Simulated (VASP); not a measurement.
OSZICAR of a VASP run on Rb (bcc):

### OSZICAR
```
       N       E                     dE             d eps       ncg     rms          rms(c)
DAV:   1     0.388222905019E+02    0.38822E+02   -0.33388E+03   464   0.804E+02
DAV:   2    -0.137195899983E+02   -0.52542E+02   -0.51651E+02   536   0.144E+02
DAV:   3    -0.169009960273E+02   -0.31814E+01   -0.31811E+01   600   0.434E+01
DAV:   4    -0.170007250902E+02   -0.99729E-01   -0.99308E-01   768   0.621E+00
DAV:   5    -0.170015379567E+02   -0.81287E-03   -0.81302E-03   704   0.447E-01    0.930E-01
DAV:   6    -0.145338290858E+02    0.24677E+01   -0.12308E+00   464   0.575E+00    0.756E-01
DAV:   7    -0.136695365832E+02    0.86429E+00   -0.31915E-01   464   0.558E+00    0.587E-01
DAV:   8    -0.141307046921E+02   -0.46117E+00   -0.17546E-01   464   0.507E+00    0.424E-01
DAV:   9    -0.137558426527E+02    0.37486E+00   -0.74779E-02   480   0.367E+00    0.143E-01
DAV:  10    -0.139078558150E+02   -0.15201E+00   -0.17512E-01   552   0.363E+00    0.174E-01
DAV:  11    -0.139156726764E+02   -0.78169E-02   -0.49551E-03   744   0.780E-01    0.172E-01
DAV:  12    -0.138515707166E+02    0.64102E-01   -0.49208E-02   464   0.248E+00    0.646E-02
DAV:  13    -0.139275808851E+02   -0.76010E-01   -0.32330E-02   464   0.212E+00    0.547E-02
DAV:  14    -0.139275958494E+02   -0.14964E-04   -0.14281E-03   608   0.542E-01    0.510E-02
DAV:  15    -0.139138458167E+02    0.13750E-01   -0.22723E-02   464   0.224E+00    0.301E-02
DAV:  16    -0.139190450151E+02   -0.51992E-02   -0.36771E-03   472   0.866E-01    0.243E-02
DAV:  17    -0.139117984480E+02    0.72466E-02   -0.13008E-02   464   0.113E+00    0.384E-02
DAV:  18    -0.139118308448E+02   -0.32397E-04   -0.19343E-04   744   0.634E-02    0.421E-02
DAV:  19    -0.139116400708E+02    0.19077E-03   -0.24829E-04   488   0.199E-01    0.427E-02
DAV:  20    -0.139124849964E+02   -0.84493E-03   -0.10729E-03   472   0.331E-01    0.387E-02
DAV:  21    -0.139116115170E+02    0.87348E-03   -0.18619E-03   464   0.508E-01    0.303E-02
DAV:  22    -0.139117713260E+02   -0.15981E-03   -0.16561E-04   480   0.128E-01    0.242E-02
DAV:  23    -0.139118044385E+02   -0.33112E-04   -0.76578E-06   624   0.375E-02    0.243E-02
DAV:  24    -0.139118215687E+02   -0.17130E-04   -0.17521E-05   488   0.511E-02    0.176E-02
DAV:  25    -0.139118419764E+02   -0.20408E-04   -0.22977E-05   464   0.611E-02    0.108E-02
DAV:  26    -0.139118504773E+02   -0.85009E-05   -0.48055E-06   600   0.255E-02    0.715E-03
DAV:  27    -0.139118650001E+02   -0.14523E-04   -0.18762E-05   464   0.459E-02    0.431E-03
DAV:  28    -0.139118704402E+02   -0.54400E-05   -0.68718E-06   520   0.394E-02    0.314E-03
DAV:  29    -0.139118674715E+02    0.29686E-05   -0.13633E-06   472   0.118E-02    0.234E-03
DAV:  30    -0.139118675935E+02   -0.12198E-06   -0.91644E-07   464   0.153E-02    0.107E-03
DAV:  31    -0.139118668650E+02    0.72853E-06   -0.39256E-07   464   0.785E-03    0.844E-04
DAV:  32    -0.139118674592E+02   -0.59419E-06   -0.89678E-08   544   0.407E-03    0.772E-04
DAV:  33    -0.139118668605E+02    0.59870E-06   -0.24757E-07   464   0.520E-03    0.649E-04
DAV:  34    -0.139118668442E+02    0.16311E-07   -0.75517E-08   520   0.274E-03
   1 F= -.13911867E+02 E0= -.13911513E+02  d E =-.106077E-02
```

Q: Which electronic solver shows in the log?

A: It is blocked Davidson (ALGO = Normal, or the opening steps of other solvers). The INCAR had ALGO = Normal.

Q: Can the final energy be trusted as converged?

A: Self-consistency was reached. It stopped with EDIFF = 1E-7, NELM = 100 (r2SCAN meta-GGA, plane waves, VASP's PBE PAW potentials (set 64)).

The compound is Rb in the bcc structure. This cell was strained or had an atom moved on purpose.
